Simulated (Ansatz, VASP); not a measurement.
# Cross-check of Sb (antimonene bilayer, AA') between VASP and Ansatz

Wanted: the spread between two codes on one cell, functional and k mesh. Of the first pair: The structure shown is the start of the Ansatz relaxation below; VASP solves that cell, so the two are compared at the walk's first step.

Calculated with Ansatz 0.2.0; plane waves, with VASP 6.6.1 beside it; single point at PBEsol with D3(BJ).

## Step 1: Set-up

The cell holds 4 atoms: 4 Sb. Its edges and angles: a = 4.120 Å, b = 4.120 Å, c = 36.400 Å, α = 90.0°, β = 90.0°, γ = 120.0°. Vacuum lies along c. The height across the vacuum is the one that the program set for its solve, not the one typed.

Structure file:

```cif
data_structure
_symmetry_space_group_name_H-M 'P 1'
_symmetry_Int_Tables_number 1
_cell_length_a 4.1200
_cell_length_b 4.1200
_cell_length_c 36.4000
_cell_angle_alpha 90.000
_cell_angle_beta 90.000
_cell_angle_gamma 120.000
_cell_volume 535.09
loop_
_atom_site_label
_atom_site_type_symbol
_atom_site_fract_x
_atom_site_fract_y
_atom_site_fract_z
_atom_site_occupancy
Sb1 Sb 0.66667 0.33333 0.24725 1
Sb2 Sb 0.33333 0.66667 0.29258 1
Sb3 Sb 0.33333 0.66667 0.37500 1
Sb4 Sb 0.66667 0.33333 0.42033 1
```

## Step 2: Ansatz: relaxation, PBEsol with D3(BJ)

Ansatz runs on its default PAW (the set named soft_2) files.

The two programs are compared at the cell with which this relaxation starts, whose forces are those of its first step.

input.yaml reads:

```yaml
crystal:
  lattice:
    - [4.12, 0.0, 0.0]
    - [-2.06, 3.5680246636, 0.0]
    - [0.0, 0.0, 24.3]
  atoms:
    - { symbol: Sb, position: [0.6666666667, 0.3333333333, 0.3703703704] }
    - { symbol: Sb, position: [0.3333333333, 0.6666666667, 0.4382716049] }
    - { symbol: Sb, position: [0.3333333333, 0.6666666667, 0.5617283951] }
    - { symbol: Sb, position: [0.6666666667, 0.3333333333, 0.6296296296] }
  periodic: [true, true, false]
kpoints:
  mp_grid: { grid: [12, 12, 1] }
hamiltonian:
  xc: pbesol
  dispersion: d3bj
scf:
  occupations: { method: fermi_dirac, width: 0.05 }
  convergence: { dr2_threshold: 1.0e-09 }
relax:
  f_tol: 0.004
  max_steps: 90
  cell: {}
output:
  write_potential: true
  write_density: true
  volumetric_format: npy
```

Launch:

```sh
$ ansatz run input.yaml --threads 4 --pin off --max-ram 6144MiB --backend cpu --events-out ev --progress --plain --runs-dir out
```

Numbers of over 12 decimals in the logs are rounded to 6 here.

Log:

```text
Warning: crystal.periodic: the lattice vector that does not repeat stood 0.000° off the slab's normal, 24.300 Å along it as the deck builds it. The run solves the slab on a vector along the normal, 36.400 Å long, with every atom where it was (on the deck's vector they left 18.00 Å outside them, and the widest stretch free of ions among them is 3.00 Å). A fractional position that the run reports is one of the run's ce [...]
Warning: relax.cell: scf.convergence.dr2_threshold = 1e-9 eV is looser than the 1.50551394508e-10 eV advised for a relaxation that steers and ends on the stress (1e-10 eV for each atom of the cell: 4, times the square of relax.cell.stress_2d_tol = 0.05 N/m over 16.3 Å (the atoms' height at the walk's start and 5 Å past either face), 3.067e-2 GPa, over a crystal's default 0.05). What an SCF threshold leaves in a stress goes as its square root, and in the free energy as the threshold itself, and one threshold admits the most on a small cell: [figures from the program's tests cut] Set scf.convergence.dr2_threshold to 1.50551394508e-10 eV or tighter. [rest of the remark cut]
crystal.periodic: the lattice vector that does not repeat stood 0.000° off the slab's normal, 24.300 Å along it as the deck builds it. The run solves the slab on a vector along the normal, 36.400 Å long, with every atom where it was (on the deck's vector they left 18.00 Å outside them, and the widest stretch free of ions among them is 3.00 Å). A fractional position that the run reports is one of the run's cell, which [...]
Engine: ansatz 0.2.0, aarch64-unknown-linux-gnu
Pseudopotentials: kind: paw
Pseudopotential: Sb, paw, valence charge 15, recommended cutoff 420 eV (normal), Sb.paw.azcp
Functional definition: PBEsol
  exchange = pbesol_x
  correlation = pbesol_c
Crystal: 4 atoms, lattice volume = 535.090 Å³
Basis set: ecut = 420 eV, 10345 PW (Γ), exchange–correlation on 60×60×500 points (8 copies of the dense FFT grid, shifted against one another)
Bands: 36, of which v1, the nominal top of the filled ones, is band 30 counted from 1 (29 counted from 0)
Symmetry: 12 space group operations
Space group: P-6m2 (ITA 187), of the structure as read, at distance tolerance 8.1e-5 Å
k-points: 19 of 144 (time reversal used)
[...]
SCF iter   3: F=—  HF=-25632.689266 eV  |F-HF|=—  |Δ(HF+E_count)|=   2.96e-6  Δρ=1.28e-4  dr2=2.98e-4  ethr=4.15e-7  ⟨swp⟩=3.2  Hψ=965  notcnv=0
SCF iter   4: F=—  HF=-25632.689243 eV  |F-HF|=—  |Δ(HF+E_count)|=   2.36e-5  Δρ=1.77e-5  dr2=2.26e-6  ethr=4.15e-7  ⟨swp⟩=2.1  Hψ=826  notcnv=0
SCF iter   5: F=—  HF=-25632.689215 eV  |F-HF|=—  |Δ(HF+E_count)|=   2.75e-5  Δρ=6.23e-6  dr2=6.10e-7  ethr=3.77e-9  ⟨swp⟩=3.6  Hψ=1502  notcnv=0
SCF iter   6: F=—  HF=-25632.689215 eV  |F-HF|=—  |Δ(HF+E_count)|=   2.97e-8  Δρ=1.70e-6  dr2=2.55e-8  ethr=1.02e-9  ⟨swp⟩=2.9  Hψ=972  notcnv=0
SCF iter   7: F=—  HF=-25632.689215 eV  |F-HF|=—  |Δ(HF+E_count)|=   3.13e-8  Δρ=8.78e-7  dr2=8.33e-9  ethr=4.25e-11  ⟨swp⟩=3.3  Hψ=1428  notcnv=0
SCF iter   8: F=-25632.689215 eV  HF=-25632.689215 eV  |F-HF|=3.93e-10  |Δ(HF+E_count)|=   1.16e-9  Δρ=1.76e-7  dr2=7.10e-10  ethr=1.67e-12  ⟨swp⟩=9.4  Hψ=5190  notcnv=0
SCF 6 converged in 8 iterations: F = -25632.689215 eV  dr2 = 7.10e-10
relax step   6: F+E_penalty+E_count = -25632.68921526 eV  Δ(F+E_penalty+E_count) = -3.309e-4 eV  max|allowed force component| = 5.731e-3 eV/Å  Δτ_max = 0.0130 Å  P = +0.028 N/m  Ω = 503.137 Å³  energy of the carried Pulay correction = +1.563e-3 eV  fix = [c, alpha, beta]  reactions: c +0.000 N/m  (8 SCF iters, accepted)
[...]
relax step   7: F+E_penalty+E_count = -25632.68922837 eV  Δ(F+E_penalty+E_count) = -1.311e-5 eV  max|allowed force component| = 4.128e-4 eV/Å  Δτ_max = 0.0036 Å  P = +0.000 N/m  Ω = 503.341 Å³  energy of the carried Pulay correction = +1.553e-3 eV  fix = [c, alpha, beta]  reactions: c +0.000 N/m  (7 SCF iters, accepted)
[...]
relax step   8: F+E_penalty+E_count = -25632.68751961 eV  Δ(F+E_penalty+E_count) = +1.709e-3 eV  max|allowed force component| = 6.285e-4 eV/Å  Δτ_max = 0.0000 Å  P = +0.004 N/m  Ω = 503.341 Å³  fix = [c, alpha, beta]  reactions: c +0.000 N/m  stress off target by 3.71e-3 N/m on what of the cell is left free  SCF on the basis re-selected at this cell (its energy is not comparable with the rows above)  (5 SCF iters)
basis re-selected at this cell: Δ(F+E_penalty+E_count) = +1.709e-3 eV, ΔP = +0.003 N/m vs the last step (what re-selecting the basis moved, of the pressure what is left beyond the Pulay correction that the steps carried, after the strain that the cell walked since its last selection, with what the two solves' SCF thresholds leave and, on support functions, any second-order correction that the steps lacked; it is no measure of the basis error at this ecutwfc). The dense FFT grid was sized anew with the basis: this SCF ran on 27×27×250 points, the steps before it on 30×30×250, so part of this shift can come from that change (see relax.cell in the input reference). [rest of the remark cut]
SCF converged after 5 iterations
Free energy (F): -25632.687520 eV
Harris-Foulkes:  -25632.687520 eV  (|F-HF|=4.07e-10)
Internal energy: -25632.687452 eV  (E = F + TS)
E sigma→0 (E₀):  -25632.687486 eV
Entropy (-TS):   -0.000068 eV (-0.017 meV/atom)
Fermi energy:    -4.307928 eV
--- Per-component energies (eV) ---
  E_band       = -1518.686801
  E_kinetic    = 830.101058
  E_local      = -143051.173704  (includes V_loc(G=0)·N_el)
  E_nonlocal   = 1456.512499
  E_hartree    = 70803.345477
  E_xc         = -548.892826
  E_vxc        = -384.918058  (∫ρ·V_xc dr)
  E_paw        = -17998.371648  (= ΣΔE_a)
  E_vpaw       = -1975.905466  (= ΣTr[D̂ρ^β])
  E_aug_tail   = -0.000007  (compensation charges beyond the density's cutoff)
  E_ewald      = 62875.557991
  E_disp       = -1.093720  (pairwise vdW)
  E_core_change = 1.327428  (= ΣΔE_core)
  E_smearing   = -0.000068  (= −TS)
  E_closure    = 0.000000  (closes the sum)
  Σ components = -25632.687520   (vs F -25632.687520, Δ=0.00e0)
--- Forces (eV/Å), atoms counted from 1 ---
  atom   1  Sb     0.00000000     0.00000000    -0.00062849
  atom   2  Sb     0.00000000    -0.00000000    -0.00011780
  atom   3  Sb     0.00000000    -0.00000000     0.00011780
  atom   4  Sb     0.00000000     0.00000000     0.00062849
  max |Σ_I F_I| component: 9.25e-18 eV/Å
--- 2D stress c σ (N/m, compression-positive) ---
        0.003714      -0.000000      -0.000000
       -0.000000       0.003714      -0.000000
       -0.000000      -0.000000       0.000000
  P = ½ c Tr σ = 0.0037 N/m
--- Band table (eV; the first three rows and the last of 19) ---
  k-point 0: bands = [... 26 lower, -4.6870, -4.6870, -4.6145, -4.6145, -3.0331, -2.5471, -1.9226, -1.9226, ... 2 higher]
  k-point 1: bands = [... 26 lower, -5.4350, -4.9056, -4.8821, -4.8099, -2.5725, -2.2498, -2.0058, -1.7532, ... 2 higher]
  k-point 2: bands = [... 26 lower, -6.1056, -5.3080, -5.2363, -4.8774, -3.1028, -2.7840, -1.4558, -1.3969, ... 2 higher]
  k-point 18: bands = [... 26 lower, -7.3285, -6.9027, -6.7160, -6.3615, -3.8876, -3.3214, -1.7936, -1.7424, ... 2 higher]
  the weakly bound empty levels are not read free of the cell's end (no_gap_told)
--- Relaxed structure (7 steps of the walk, 7 accepted, 1 SCFs on fresh bases) ---
  F+E_penalty+E_count = -25632.68751961 eV   max|allowed force component| = 6.285e-4 eV/Å   (the final SCF, on the basis selected at the relaxed cell)
  cell:  # Å, volume = 503.3412 Å³
    - [3.995906, -6.888624789851754e-18, 0]
    - [-1.997953, 3.460556, 0]
    - [0, 0, 36.400000]
  atoms:
    - { symbol: Sb, position: [0.666667, 0.333333, 0.235555] }
    - { symbol: Sb, position: [0.333333, 0.666667, 0.280925] }
    - { symbol: Sb, position: [0.333333, 0.666667, 0.386657] }
    - { symbol: Sb, position: [0.666667, 0.333333, 0.432028] }
```

The column dr2 measures how far the density is from self-consistency, as an energy; F and HF (Harris–Foulkes) agree once it is small.

## Step 3: VASP: single point, PBEsol with D3(BJ), start cell, pair 1

The same cell, functional, mesh and smearing now go to VASP, with its own data sets.

Lines of VASP's logs that name or quote its potential files are left out, and so is its time.

INCAR reads:

```
SYSTEM = Sb
PREC = Accurate
ENCUT = 400
EDIFF = 1E-06
NELM = 120
ISMEAR = -1
SIGMA = 0.05
LREAL = .FALSE.
ALGO = Normal
GGA = PS
IVDW = 12
NBANDS = 16
LORBIT = 11
LWAVE = .FALSE.
LCHARG = .FALSE.
ISIF = 2
LDIPOL = .TRUE.
IDIPOL = 3
DIPOL = 0.5 0.5 0.334
LVHAR = .TRUE.
LASPH = .TRUE.
GGA_COMPAT = .FALSE.
EFERMI = MIDGAP
NELMDL = -8
KPAR = 2
```

POSCAR reads:

```
Sb
1.0
    4.1200000000      0.0000000000      0.0000000000
   -2.0600000000      3.5680250000      0.0000000000
    0.0000000000      0.0000000000     36.4000000000
Sb
4
Direct
    0.6666667134      0.3333334268      0.2472527473
    0.3333333801      0.6666667601      0.2925824176
    0.3333333801      0.6666667601      0.3750000000
    0.6666667134      0.3333334268      0.4203296703
```

KPOINTS reads:

```
Automatic mesh
0
Gamma
12 12 1
0 0 0
```

Potentials, in the order of the species: Sb (PBE family, release 64).

Launch:

```sh
$ mpirun -np 2 vasp_std
```

Log:

```text
[banner, memory and clock lines left out]
running    2 mpi-ranks, on    1 nodes
 distrk:  each k-point on    1 cores,    2 groups
 distr:  one band on    1 cores,    1 groups

 POSCAR found type information on POSCAR Sb
 POSCAR found :  1 types and       4 ions
|                                                                             |
|               ----> ADVICE to this user running VASP <----                  |
|                                                                             |
|     You enforced a specific xc type in the INCAR file but a different       |
|     [... a line on the potential file left out ...]
|     I HOPE YOU KNOW WHAT YOU ARE DOING!                                     |
|                                                                             |

 LDA part: xc-table for (Slater+PW92), standard interpolation
 POSCAR, INCAR and KPOINTS ok, starting setup
 FFT: planning ... GRIDC
 FFT: planning ... GRID_SOFT
 FFT: planning ... GRID
 WAVECAR not read
 entering main loop
       N       E                     dE             d eps       ncg     rms          rms(c)
DAV:   1     0.113350619162E+03    0.11335E+03   -0.47518E+03   608   0.661E+02
DAV:   2    -0.530771722945E+01   -0.11866E+03   -0.11288E+03   904   0.126E+02
DAV:   3    -0.168556614143E+02   -0.11548E+02   -0.11463E+02   896   0.469E+01
DAV:   4    -0.171223564109E+02   -0.26669E+00   -0.26652E+00   792   0.916E+00
DAV:   5    -0.171313844745E+02   -0.90281E-02   -0.90277E-02  1016   0.176E+00
DAV:   6    -0.171314676072E+02   -0.83133E-04   -0.83133E-04   912   0.150E-01
DAV:   7    -0.171314713265E+02   -0.37193E-05   -0.37193E-05  1008   0.286E-02
DAV:   8    -0.171314714305E+02   -0.10402E-06   -0.10388E-06   816   0.360E-03    0.401E+00
DAV:   9    -0.170589209499E+02    0.72550E-01   -0.35818E-02   744   0.859E-01    0.244E+00
DAV:  10    -0.170177605277E+02    0.41160E-01   -0.85157E-02   760   0.133E+00    0.141E-01
DAV:  11    -0.170179483430E+02   -0.18782E-03   -0.39931E-03   768   0.364E-01    0.942E-02
DAV:  12    -0.170176799511E+02    0.26839E-03   -0.89199E-04   856   0.148E-01    0.447E-02
DAV:  13    -0.170176733057E+02    0.66454E-05   -0.55666E-05   808   0.392E-02    0.226E-02
DAV:  14    -0.170175671064E+02    0.10620E-03   -0.23457E-04   808   0.610E-02    0.118E-02
DAV:  15    -0.170176612384E+02   -0.94132E-04   -0.19815E-05   624   0.189E-02    0.883E-03
DAV:  16    -0.170177682567E+02   -0.10702E-03   -0.26387E-05   736   0.175E-02    0.428E-03
DAV:  17    -0.170178561200E+02   -0.87863E-04   -0.47654E-06   752   0.875E-03    0.193E-03
DAV:  18    -0.170178888726E+02   -0.32753E-04   -0.20719E-06   704   0.494E-03    0.994E-04
DAV:  19    -0.170179100450E+02   -0.21172E-04   -0.72760E-07   640   0.223E-03    0.786E-04
DAV:  20    -0.170179209175E+02   -0.10872E-04   -0.34040E-07   632   0.135E-03    0.276E-04
DAV:  21    -0.170179283238E+02   -0.74064E-05   -0.32375E-07   568   0.120E-03    0.128E-04
DAV:  22    -0.170179303526E+02   -0.20288E-05   -0.52941E-08   552   0.517E-04    0.108E-04
DAV:  23    -0.170179322318E+02   -0.18792E-05   -0.68892E-08   504   0.484E-04    0.537E-05
DAV:  24    -0.170179325825E+02   -0.35069E-06   -0.48748E-09   432   0.189E-04
   1 F= -.18165846E+02 E0= -.18152469E+02  d E =-.267528E-01
```

Parts of OUTCAR (step 3):

```text
ion  position               nearest neighbor table
   1  0.667  0.333  0.247-   2 2.89   2 2.89   2 2.89
   2  0.333  0.667  0.293-   1 2.89   1 2.89   1 2.89   3 3.00
   3  0.333  0.667  0.375-   4 2.89   4 2.89   4 2.89   2 3.00
   4  0.667  0.333  0.420-   3 2.89   3 2.89   3 2.89

  LATTYP: Found a hexagonal cell.
 ALAT       =     4.1200000000
 C/A-ratio  =     8.8349514563

 Subroutine GETGRP returns: Found 12 space group operations
 (whereof  6 operations were pure point group operations)

The static configuration has the point symmetry C_3v.
 The point group associated with its full space group is D_3h.

 Found     19 irreducible k-points:

   k-points           NKPTS =     19   k-points in BZ     NKDIM =     19   number of bands    NBANDS=     16

   dimension x,y,z NGX =    28 NGY =   28 NGZ =  240
   dimension x,y,z NGXF=    56 NGYF=   56 NGZF=  480

   ENCUT  =  400.0 eV  29.40 Ry    5.42 a.u.   6.72  6.72 59.36*2*pi/ulx,y,z

   NELECT =      20.0000    total number of electrons

 k-points in reciprocal lattice and weights: Automatic mesh
   0.00000000  0.00000000  0.00000000       0.007
   0.08333333  0.00000000  0.00000000       0.042
   0.16666667  0.00000000  0.00000000       0.042
   0.25000000  0.00000000  0.00000000       0.042
   0.33333333  0.00000000  0.00000000       0.042
   0.41666667  0.00000000  0.00000000       0.042
   0.50000000  0.00000000  0.00000000       0.021
   0.08333333  0.08333333  0.00000000       0.042
   0.16666667  0.08333333  0.00000000       0.083
[...]
0.33333333  0.25000000  0.00000000       0.083
   0.33333333  0.33333333  0.00000000       0.014

 dipolmoment           0.000000      0.000000      0.000001 electrons x Angstroem

 average (electrostatic) potential at core
       1 -94.2574       2 -94.3149       3 -94.3149       4 -94.2574

 E-fermi :  -1.4356

 k-point     1 :       0.0000    0.0000    0.0000
  band No.  band energies     occupation
    ...
      6      -2.5516      2.00000
      7      -2.5516      2.00000
      8      -2.1640      2.00000
      9      -2.1640      2.00000
     10      -1.6756      1.98368
     11      -0.9248      0.00007
     12       0.1083      0.00000
     13       0.1083      0.00000
     14       0.2424      0.00000
     15       0.7100      0.00000
    ...

 k-point     2 :       0.0833    0.0000    0.0000
  band No.  band energies     occupation
    ...
      6      -3.2448      2.00000
      7      -2.9066      2.00000
      8      -2.7154      2.00000
      9      -2.3332      2.00000
     10      -1.4141      0.78809
     11      -0.5148      0.00000
     12       0.0449      0.00000
     13       0.2356      0.00000
     14       0.3559      0.00000
     15       0.8531      0.00000
    ...

 k-point     3 :       0.1667    0.0000    0.0000
  band No.  band energies     occupation
    ...
      6      -3.8962      2.00000
      7      -3.8294      2.00000
      8      -3.0822      2.00000
      9      -2.7095      2.00000
     10      -1.3910      0.58157
     11      -0.9669      0.00017
     12      -0.0390      0.00000
     13       0.4588      0.00000
     14       0.6507      0.00000
     15       1.2535      0.00000
    ...

 Edisp (eV)   -1.14791

  Total      -1.46169    -1.46169     2.02991     0.00000    -0.00000     0.00000
  in kB      -4.37663    -4.37663     6.07801     0.00000    -0.00000     0.00000
  external pressure =       -0.89 kB  Pullay stress =        0.00 kB

  energy-cutoff  :      400.00
  volume of cell :      535.09
      direct lattice vectors                 reciprocal lattice vectors
     4.120000000  0.000000000  0.000000000     0.242718447  0.140133547  0.000000000
    -2.060000000  3.568025000  0.000000000     0.000000000  0.280267095  0.000000000
     0.000000000  0.000000000 36.400000000     0.000000000  0.000000000  0.027472527

 POSITION                                       TOTAL-FORCE (eV/Angst)
 -----------------------------------------------------------------------------------
      2.06000      1.18934      9.00000         0.000000      0.000000      0.177597
      0.00000      2.37868     10.65000         0.000000     -0.000000     -1.053987
      0.00000      2.37868     13.65000        -0.000000     -0.000000      1.053987
      2.06000      1.18934     15.30000         0.000000      0.000000     -0.177597
 -----------------------------------------------------------------------------------
    total drift:                               -0.000000     -0.000227      0.000001

  FREE ENERGIE OF THE ION-ELECTRON SYSTEM (eV)
  ---------------------------------------------------
  free  energy   TOTEN  =       -18.1658458520 eV

  energy  without entropy=      -18.1390930820  energy(sigma->0) =      -18.15246947

 vacuum level on the upper side and lower side of the slab         2.552         2.552

 total charge
# of ion       s       p       d       tot
------------------------------------------
    1        1.219   1.147   0.027   2.393
    2        1.232   1.158   0.033   2.423
    3        1.232   1.158   0.033   2.423
    4        1.219   1.147   0.027   2.393
--------------------------------------------------
tot          4.903   4.612   0.119   9.633

[... 3 further parts left out ...]
```

## Step 4: Comparison

Known differences besides the potentials themselves: Ansatz cuts the interaction across the vacuum, VASP repeats the sheet with a dipole correction; the data sets hold 60 valence electrons in Ansatz (on its default PAW (the set named soft_2) files) and 20 in VASP; the cutoff is 420 eV in Ansatz and 400 eV in VASP; Ansatz makes its cores anew for this functional, VASP keeps those of its PBE data sets. Total energies have different zeros and are not compared.

Forces (eV/Å; atoms numbered as in POSCAR):

| atom | Ansatz x, y, z | VASP x, y, z |
| --- | --- | --- |
| Sb1 | 0.000, 0.000, 0.245 | 0.000, 0.000, 0.178 |
| Sb2 | 0.000, 0.000, -1.142 | 0.000, 0.000, -1.054 |
| Sb3 | 0.000, 0.000, 1.142 | 0.000, 0.000, 1.054 |
| Sb4 | 0.000, 0.000, -0.245 | 0.000, 0.000, -0.178 |

The forces differ by 45 meV/Å r.m.s., which is 10.4 % of the r.m.s. force of 0.436 eV/Å (both taken over all components). With vacuum in the cell, a pressure given here is an average over mostly empty space and none of the material.

## Step 5: Further runs

Further runs change the set-up of one program: Ansatz's method, potentials or start, or VASP's data sets, cutoff or form of LDA. The table gives that difference for each run.

| run | r.m.s. force difference (meV/Å) |
| --- | --- |
| as above | 45 |
| VASP with the data sets Sb_d_GW | 0.94 |

[end of part 1 of 2]

[Lines on the potential files, build, host, timing and source positions are cut from VASP's logs without a mark.]

[Logs are printed without paths, hosts, clocks, repeated set-up lines and the standing remarks that a program may print on its own settings, such as how far it seeks lower states.]

[Hosts, paths, dates, database ids (printed as entryN), source tags and the programs' standing remarks are cut or masked in the printed files.]
